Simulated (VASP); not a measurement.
# SrO: energy against volume

SrO (rock salt, Fm-3m, 16.915 Å³/atom and stress up to 0.08 GPa in the relaxed cell, cube axes along x, y and z) under an equal strain ε along all three axes. PBEsol in VASP (plane waves, PAW), 600 eV, 10×10×10 Γ-centred mesh, Gaussian smearing 0.05 eV; ions are relaxed, or left where forces stay under 0.02 eV/Å, within the symmetry of each cell.

Here V stands for volume and E for E less E0.

| volume (Å³/atom) | E less E0 (meV/atom) | pressure (GPa) |
|---|---|---|
| 15.9201 | 19.80 | 6.44 |
| 16.1650 | 11.05 | 4.63 |
| 16.4124 | 4.93 | 2.94 |
| 16.6624 | 1.30 | 1.38 |
| 16.9148 | 0.00 | -0.08 |
| 17.1698 | 0.93 | -1.44 |
| 17.4274 | 3.99 | -2.69 |
| 17.6875 | 9.04 | -3.86 |
| 17.9501 | 15.99 | -4.94 |
| 18.4833 | ? | ? |

Question: Fit E against V with the third-order Birch-Murnaghan form, a cubic in V^(-2/3), and predict the withheld value at V = 18.4833.

Answer: With u = V^(-2/3) - 0.152, the rows have u = 0.006017, 0.004417, 0.002841, 0.001288, -0.000241, -0.001747, -0.003231, -0.004693, -0.006134. Least squares gives E = 0.052 + 335.7·u + 483996·u² + 926369·u³. Residuals (row less fit): 0.004, -0.007, -0.003, 0.011, 0.001, -0.008, 0.001, 0.000, 0.000; standard error 0.007 (degrees of freedom: 5). Its minimum lies at u = -0.000347, so V0 = (0.151653)^(-3/2) = 16.93. There d²E/du² = 966100 and d³E/du³ = 5558000, so B0 = (4/9) × 16.93^(-7/3) × 966100 × 0.160218 = 93.4 GPa (the last factor turns the table's units into GPa), and B0' = 4 + (2/3) × 0.151653 × (5558000)/966100 = 4.6. B0' rests on the cubic coefficient alone and has a standard error of 0.1 from these residuals. At the withheld row, u = -0.008952, so E = 0.052 + 335.7 × (-0.008952) + 483996 × (-0.008952)² + 926369 × (-0.008952)³ = 35.169 meV/atom. The calculation gives 35.18 meV/atom, 0.011 meV/atom above the prediction (0.0 % of the range of E in the table). The row lies outside the fitted rows, so this is an extrapolation. From the scatter of the fitted rows alone, a prediction at this place has a standard error of 0.029 meV/atom, so the miss is 0.4 times that.

Other structures, which can take over under pressure, weren't tried. The same form fitted to the pressure column gives B0' = 4.6; series where the two differ by over 0.4 aren't shown. Rows are the converged runs of the series near zero and its far end, less any whose ions stayed unrelaxed beside relaxed ones; series whose fitted rows scatter by over a few per cent of the range, as at a crossing or softening among them, aren't shown in this form.
